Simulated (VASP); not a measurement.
Calculation: PBE GGA, VASP's PBE PAW potentials (set 64) (plane waves; VASP 6.6.1).

Input for VASP

### INCAR
```
LORBIT = 10
SYSTEM = Se atom
MAGMOM = 2
SIGMA = 0.01   ! width (eV)
EDIFF = 1E-6
LMAXMIX = 4
ISPIN = 2   ! spin-polarised
ISYM = 0
ISMEAR = 0   ! Gaussian
LREAL = .False.   ! projection in real space or not
NELM = 200   ! most electronic steps
PREC = Normal
ENCUT = 520   ! plane-wave cut-off (eV)
LWAVE = .False.
GGA = PE   ! PBE
LASPH = .True.
ALGO = All   ! all-band CG
LCHARG = .False.
NUPDOWN = 2
```

**POSCAR**
```
Se atom
12.0
  1.0000000000   0.0000000000   0.0000000000
  0.0000000000   1.0416666667   0.0000000000
  0.0000000000   0.0000000000   1.0833333333
Se
1
Cart
  0.0000000000   0.0000000000   0.0000000000
```

### KPOINTS
```
Automatic mesh
0
Gamma
 1 1 1
0 0 0
```

POTCAR, in this order: Se (PBE.64 set). Program: vasp_gam. Read from the step before: WAVECAR.

What VASP printed:

File OSZICAR:
```
       N       E                     dE             d eps       ncg     rms           ort
SDA:   1    -0.772011616896E+00   -0.77201E+00    0.00000E+00     8   0.220E-04   0.000E+00
SDA:   2    -0.775803207207E+00   -0.37916E-02   -0.37985E-02     8   0.113E+00   0.112E-04
CGA:   3    -0.801128959892E+00   -0.25326E-01   -0.25327E-01     8   0.326E-01   0.274E-03
CGA:   4    -0.824403185206E+00   -0.23274E-01   -0.18619E-01     8   0.116E+00   0.418E-02
CGA:   5    -0.839792730735E+00   -0.15390E-01   -0.15412E-01     8   0.128E+00  -0.361E-03
CGA:   6    -0.847980906450E+00   -0.81882E-02   -0.81814E-02     8   0.809E-01  -0.271E-03
CGA:   7    -0.857098445175E+00   -0.91175E-02   -0.93668E-02     8   0.511E-01  -0.524E-03
CGA:   8    -0.864142321506E+00   -0.70439E-02   -0.70787E-02     8   0.414E-01   0.810E-04
CGA:   9    -0.870228719989E+00   -0.60864E-02   -0.60931E-02     8   0.318E-01   0.112E-03
CGA:  10    -0.874644140412E+00   -0.44154E-02   -0.44236E-02     8   0.215E-01   0.105E-03
CGA:  11    -0.877720459177E+00   -0.30763E-02   -0.30810E-02     8   0.154E-01   0.806E-04
CGA:  12    -0.880031145170E+00   -0.23107E-02   -0.23125E-02     8   0.113E-01   0.623E-04
CGA:  13    -0.881720989597E+00   -0.16898E-02   -0.16906E-02     8   0.796E-02   0.452E-04
CGA:  14    -0.882915292293E+00   -0.11943E-02   -0.11945E-02     8   0.566E-02   0.274E-04
CGA:  15    -0.883791051278E+00   -0.87576E-03   -0.87652E-03     8   0.416E-02   0.984E-05
CGA:  16    -0.884435925092E+00   -0.64487E-03   -0.64487E-03     8   0.299E-02   0.541E-05
CGA:  17    -0.884899354094E+00   -0.46343E-03   -0.46335E-03     8   0.213E-02   0.905E-06
CGA:  18    -0.885235988641E+00   -0.33663E-03   -0.33657E-03     8   0.156E-02  -0.871E-06
CGA:  19    -0.885484911247E+00   -0.24892E-03   -0.24890E-03     8   0.114E-02  -0.591E-06
CGA:  20    -0.885666346344E+00   -0.18144E-03   -0.18149E-03     8   0.816E-03  -0.738E-07
CGA:  21    -0.885797427196E+00   -0.13108E-03   -0.13113E-03     8   0.589E-03   0.231E-06
CGA:  22    -0.885893129628E+00   -0.95702E-04   -0.95696E-04     8   0.428E-03   0.473E-07
CGA:  23    -0.885963181059E+00   -0.70051E-04   -0.70001E-04     8   0.311E-03  -0.411E-06
CGA:  24    -0.886014503831E+00   -0.51323E-04   -0.51253E-04     8   0.228E-03  -0.642E-06
CGA:  25    -0.886052241410E+00   -0.37738E-04   -0.37692E-04     8   0.166E-03  -0.452E-06
CGA:  26    -0.886079549707E+00   -0.27308E-04   -0.27310E-04     8   0.119E-03   0.561E-08
CGA:  27    -0.886099037266E+00   -0.19488E-04   -0.19521E-04     8   0.851E-04   0.380E-06
CGA:  28    -0.886113245571E+00   -0.14208E-04   -0.14243E-04     8   0.626E-04   0.457E-06
CGA:  29    -0.886123839418E+00   -0.10594E-04   -0.10612E-04     8   0.462E-04   0.265E-06
CGA:  30    -0.886131657271E+00   -0.78179E-05   -0.78175E-05     8   0.336E-04  -0.732E-08
CGA:  31    -0.886137348451E+00   -0.56912E-05   -0.56830E-05     8   0.246E-04  -0.154E-06
CGA:  32    -0.886141519297E+00   -0.41708E-05   -0.41656E-05     8   0.182E-04  -0.113E-06
CGA:  33    -0.886144595419E+00   -0.30761E-05   -0.30774E-05     8   0.134E-04   0.270E-07
CGA:  34    -0.886146843116E+00   -0.22477E-05   -0.22532E-05     8   0.970E-05   0.131E-06
CGA:  35    -0.886148482854E+00   -0.16397E-05   -0.16447E-05     8   0.707E-05   0.131E-06
CGA:  36    -0.886149711031E+00   -0.12282E-05   -0.12299E-05     8   0.532E-05   0.522E-07
CGA:  37    -0.886150653659E+00   -0.94263E-06   -0.94194E-06     8   0.409E-05  -0.382E-07
   1 F= -.88615065E+00 E0= -.88615065E+00  d E =-.240850E-15  mag=     2.0000
```

### OUTCAR
```
------------------------ aborting loop because EDIFF is reached ----------------------------------------
  FORCE on cell =-STRESS in cart. coord.  units (eV):
  Direction    XX          YY          ZZ          XY          YZ          ZX
  --------------------------------------------------------------------------------------
  Total        0.0009771     -0.0003419     -0.0016910     -0.0000847     -0.0001026     -0.0001691
  in kB        0.0008029     -0.0002809     -0.0013894     -0.0000696     -0.0000843     -0.0001389
  external PRESSURE =      -0.0002892 kB  Pullay stress =       0.0000000 kB
  volume of cell :     1950.00
      direct lattice vectors                 reciprocal lattice vectors
    12.000000000  0.000000000  0.000000000     0.083333333  0.000000000  0.000000000
     0.000000000 12.500000000  0.000000000     0.000000000  0.080000000  0.000000000
     0.000000000  0.000000000 13.000000000     0.000000000  0.000000000  0.076923077
 POSITION                                       TOTAL-FORCE (eV/Angst)
 -----------------------------------------------------------------------------------
      0.00000      0.00000      0.00000         0.000002     -0.000002      0.000001
 -----------------------------------------------------------------------------------
    total drift:                                0.000002     -0.000002      0.000001
  FREE ENERGIE OF THE ION-ELECTRON SYSTEM (eV)
  ---------------------------------------------------
  free  energy   TOTEN  =        -0.8861506537 eV

  energy  without entropy=       -0.8861506537  energy(sigma->0) =       -0.88615065

 total charge

# of ion       s       p       d       tot
------------------------------------------
    1        1.506   2.091   0.001   3.597

 magnetization (x)

# of ion       s       p       d       tot
------------------------------------------
    1        0.020   1.089   0.001   1.109
```
(Selected blocks of OUTCAR.)

The atom may not be in its lowest state.

The cell is a free atom in a box.
